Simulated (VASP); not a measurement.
Crystal: CoO.

```xyz
2
Lattice="0.0000 2.1315 2.1315 2.1315 0.0000 2.1315 2.1315 2.1315 0.0000" Properties=species:S:1:pos:R:3 pbc="T T T"
Co    0.0000    0.0000    0.0000
O     2.1315    2.1315    2.1315
```

Base run:

```yaml
Program: VASP 6.6.1
Functional: r2SCAN
Potentials_or_basis: VASP PAW PBE potentials, release 64 (Co, O)
Cutoff: 520 eV
k_mesh: 8 × 8 × 8
Occupations: gaussian, width 0.05 eV
Spin: collinear spin, ferromagnetic start
Starting_moments: "[2.0, 0.0] μB"
Hubbard_terms: Co d U = 3 eV
```

Its results: pressure -7.6 GPa; site moments Co +2.78; O +0.23 μB.

Task: The run is repeated on the same cell with these changes: further incar settings from ALGO = Normal; EDIFF = 1e-07 to ALGO = Normal; EDIFF = 1e-06; NBANDS = 18; fixed moment from none to 4 μB. What comes out?

Result: Pressure 14.2 GPa; site moments Co +3.28; O +0.55 μB.

Caveats: the PAW data sets were made with another functional, which shifts forces and pressure a little; a cell with one magnetic atom can't hold antiferromagnetic order, which such compounds often take; the moment is held away from its start (some runs); the total moment is fixed, so each spin has its own Fermi level (some runs).
